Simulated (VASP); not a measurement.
Computed with PBEsol GGA, VASP's PBE PAW potentials (set 64) (plane waves; VASP).

VASP ran on this input.

KPOINTS:
```
kpoints
0
gamma
 10 10 10
0 0 0
```

### INCAR
```
SYSTEM = GaN
PREC = Accurate
ENCUT = 620
EDIFF = 1E-6
NELM = 100
ALGO = Normal
LREAL = .FALSE.
LASPH = .TRUE.
ISMEAR = 0
SIGMA = 0.05
GGA = PS
LMAXMIX = 4
LWAVE = .FALSE.
LCHARG = .FALSE.
IBRION = 2
ISIF = 3
NSW = 40
EDIFFG = -0.02
PSTRESS = 50
```

### POSCAR
```
GaN
1
    0.0000000000     2.2290639772     2.2290639772
    2.2290639772    -0.0000000000     2.2290639772
    2.2290639772     2.2290639772     0.0000000000
Ga N
1 1
Direct
  0.0000000000   0.0000000000   0.0000000000
  0.2500000000   0.2500000000   0.2500000000
```

POTCAR, in this order: Ga_d N (PBE.64 set). Program: vasp_std.

Output

File OSZICAR:
```
       N       E                     dE             d eps       ncg     rms          rms(c)
DAV:   1     0.864735163490E+02    0.86474E+02   -0.10875E+04  1363   0.275E+03
DAV:   2    -0.762484934829E+01   -0.94098E+02   -0.87896E+02  1352   0.368E+02
DAV:   3    -0.148539589964E+02   -0.72291E+01   -0.71799E+01  1422   0.932E+01
DAV:   4    -0.149792425594E+02   -0.12528E+00   -0.12520E+00  1410   0.131E+01
DAV:   5    -0.149810183879E+02   -0.17758E-02   -0.17758E-02  1421   0.140E+00    0.731E+00
DAV:   6    -0.131449454285E+02    0.18361E+01   -0.51788E+00  1888   0.503E+01    0.263E+00
DAV:   7    -0.131370627406E+02    0.78827E-02   -0.33424E-01  1227   0.726E+00    0.170E+00
DAV:   8    -0.131194889096E+02    0.17574E-01   -0.58184E-02  1452   0.375E+00    0.643E-01
DAV:   9    -0.131157535736E+02    0.37353E-02   -0.17584E-02  1880   0.340E+00    0.153E-01
DAV:  10    -0.131158250598E+02   -0.71486E-04   -0.14474E-03  1485   0.657E-01    0.550E-02
DAV:  11    -0.131158044417E+02    0.20618E-04   -0.14971E-04  1803   0.223E-01    0.120E-02
DAV:  12    -0.131158062245E+02   -0.17828E-05   -0.11016E-05  1372   0.502E-02    0.353E-03
DAV:  13    -0.131158061205E+02    0.10401E-06   -0.41855E-07   671   0.768E-03
   1 F= -.12424521E+02 E0= -.12424521E+02  d E =-.124245E+02
```

### OUTCAR
```
------------------------ aborting loop because EDIFF is reached ----------------------------------------
  FORCE on cell =-STRESS in cart. coord.  units (eV):
  Direction    XX          YY          ZZ          XY          YZ          ZX
  --------------------------------------------------------------------------------------
  Total        0.6738720      0.6738720      0.6738720      0.0000000     -0.0000000      0.0000000
  in kB       48.7405485     48.7405485     48.7405485      0.0000000     -0.0000000      0.0000000
  external PRESSURE =      -1.2594515 kB  Pullay stress =      50.0000000 kB
  volume of cell :       22.15
      direct lattice vectors                 reciprocal lattice vectors
     0.000000000  2.229063977  2.229063977    -0.224309399  0.224309399  0.224309399
     2.229063977  0.000000000  2.229063977     0.224309399 -0.224309399  0.224309399
     2.229063977  2.229063977  0.000000000     0.224309399  0.224309399 -0.224309399
  FREE ENERGIE OF THE ION-ELECTRON SYSTEM (eV)
  ---------------------------------------------------
  free  energy   TOTEN  =       -13.1158061205 eV

  energy  without entropy=      -13.1158061205  energy(sigma->0) =      -13.11580612
  enthalpy is  TOTEN    =       -12.4245213039 eV   P V=        0.6912848166

 reached required accuracy - stopping structural energy minimisation
```
(Selected blocks of OUTCAR.)

The structure was generated: GaN was put into the zinc blende type (F-43m), which need not be its known phase. It was relaxed first under an external pressure of 5 GPa.
